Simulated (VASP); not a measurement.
**ScF3: NMR shieldings**

What are the shielding tensors of ScF3? The cell has space group Pm-3m. The start is a cell from a database of measured crystal structures.

Calculated with VASP 6.6.1; LDA; plane waves and PAW (Sc_sv, F), in the first sound run; inputs show where later runs differ.

This is a report of a sequence of runs, with most program output left out.

### Step 1. Set-up

The structure is cubic, space group Pm-3m (No. 221). Conventional cell: a = 4.012 Å, b = 4.012 Å, c = 4.012 Å, α = 90.00°, β = 90.00°, γ = 90.00°. Nearest to Sc lie 6 F at 2.01 Å. Nearest to F lie 2 Sc at 2.01 Å. Farther neighbours and most contacts between anions are not listed.

### Step 2. Ground state

A ground-state run shows first whether the cell has a gap, which the next steps need; its size sets how fine their mesh has to be.

Contents of INCAR:

```
SYSTEM = ScF3
PREC = Accurate
ENCUT = 520
EDIFF = 1E-07
NELM = 100
ISMEAR = 0
SIGMA = 0.01
LREAL = .FALSE.
ALGO = Normal
GGA = CA
NBANDS = 22
LASPH = .TRUE.
LORBIT = 11
LWAVE = .FALSE.
LCHARG = .FALSE.
KPAR = 4
```

Contents of POSCAR:

```
ScF3
1.0
    4.0124500000      0.0000000000      0.0000000000
    0.0000000000      4.0124500000      0.0000000000
    0.0000000000      0.0000000000      4.0124500000
Sc F
1 3
Direct
    0.0000000000      0.0000000000      0.0000000000
    0.0000000000      0.0000000000      0.5000000000
    0.0000000000      0.5000000000      0.0000000000
    0.5000000000      0.0000000000      0.0000000000
```

Contents of KPOINTS:

```
Automatic mesh
0
Gamma
5 5 5
0 0 0
```

Potentials, in the order of the species: Sc_sv and F (PBE family, release 64).

Command:

```sh
mpirun -np 4 vasp_std
```

Wall time 4.4 s (4 MPI ranks of Intel Xeon Platinum 8488C (Sapphire Rapids), shared host); peak memory 0.56 GiB.

The gap is read on the k-mesh alone, so it is an upper bound where the band edges lie off the mesh. The PAW data sets were made with PBE, though LDA sets exist; this is a small mismatch.

A gap read on the k-mesh alone can miss the band edges.

Numbers from this step:

| Quantity | Value |
| --- | --- |
| free energy (TOTEN) | -29.74 eV |
| Fermi energy | -3.813 eV |
| pressure | -2.452 GPa |
| gap on the k-mesh | 6.237 eV |
| least direct gap on the k-mesh | 6.709 eV |

The cell has a gap of 6.24 eV on this mesh and a pressure of -2.5 GPa, which holds the misfit of the given cell and coordinates with this functional, and any error of cutoff, mesh and data sets.

### Step 3. Shielding tensors

This step: chemical shifts by linear response (GIPAW), LDA; plane waves and PAW (Sc_sv, F) (VASP 6.6.1).

LCHIMAG computes the induced currents by linear response. It needs tightly converged orbitals and a cutoff well above the default; LEFG adds the field gradients at no cost.

Contents of INCAR:

```
SYSTEM = ScF3
PREC = Accurate
ENCUT = 560
EDIFF = 1E-09
NELM = 100
ISMEAR = 0
SIGMA = 0.01
LREAL = .FALSE.
ALGO = Normal
GGA = CA
NBANDS = 22
LASPH = .TRUE.
LWAVE = .FALSE.
LCHARG = .FALSE.
KPAR = 4
LCHIMAG = .TRUE.
LEFG = .TRUE.
DQ = 0.001
ICHIBARE = 1
LNMR_SYM_RED = .TRUE.
```

POSCAR is that of step 2.

Contents of KPOINTS:

```
Automatic mesh
0
Gamma
6 6 6
0 0 0
```

PAW data sets: Sc_sv and F (LDA family, release 64).

Command:

```sh
mpirun -np 4 vasp_std
```

Wall time 1.7 min (4 MPI ranks); peak memory 1.2 GiB.

This step gave:

| Item | Value |
| --- | --- |
| free energy (TOTEN) | -29.58 eV |
| Fermi energy | -3.708 eV |
| pressure | -2.298 GPa |
| gap on the k-mesh | 6.185 eV |
| least direct gap on the k-mesh | 6.717 eV |

Valence and core; the G = 0 term is that of a spherical sample. NMR shielding, by row:

| atom | isotropic shielding (ppm) | span (ppm) | skew | isotropic shielding without the G = 0 term (ppm) |
| --- | --- | --- | --- | --- |
| Sc1 | 813.1 | 0 | - | 808.5 |
| F2 | 71.94 | 466.6 | 1 | 67.29 |
| F3 | 71.94 | 466.6 | 1 | 67.29 |
| F4 | 71.94 | 466.6 | 1 | 67.29 |

Ordered as |Vzz| ≥ |Vxx| ≥ |Vyy|, the program's way. Electric field gradients, by row:

| atom | Vxx (V/Å²) | Vyy (V/Å²) | Vzz (V/Å²) | asymmetry |
| --- | --- | --- | --- | --- |
| Sc1 | 0 | 0 | 0 | - |
| F2 | -27.91 | -27.91 | 55.83 | 0 |
| F3 | -27.91 | -27.91 | 55.83 | 0 |
| F4 | -27.91 | -27.91 | 55.83 | 0 |

### Step 4. What came out

```json
{"Sc, isotropic shielding": "813.1 ppm", "F, isotropic shielding": "71.9 ppm"}
```

In words: At LDA the isotropic shieldings are Sc 813.1 ppm; F 71.9 ppm. The widest tensor is that of F2, with a span (largest less smallest principal value) of 467 ppm. The largest field gradient is Vzz = 55.8 V/Å² at F2. Shifts were not obtained, since a shift is the shielding of a reference compound, computed alike, less these values. The G = 0 term is the part set by the sample's shape, taken here for a sphere. No finer mesh was run, so convergence in it isn't shown. VASP's guide advises NLSPLINE for shieldings, which this input doesn't set; the effect wasn't tested. The cell has space group Pm-3m.

[Lines on the potential files, build, host, timing and source positions are cut from VASP's logs without a mark.]

[Logs are printed without paths, hosts, clocks, repeated set-up lines and the standing remarks that a program may print on its own settings, such as how far it seeks lower states.]

[Hosts, paths, dates, database ids (printed as entryN), source tags and the programs' standing remarks are cut or masked in the printed files.]
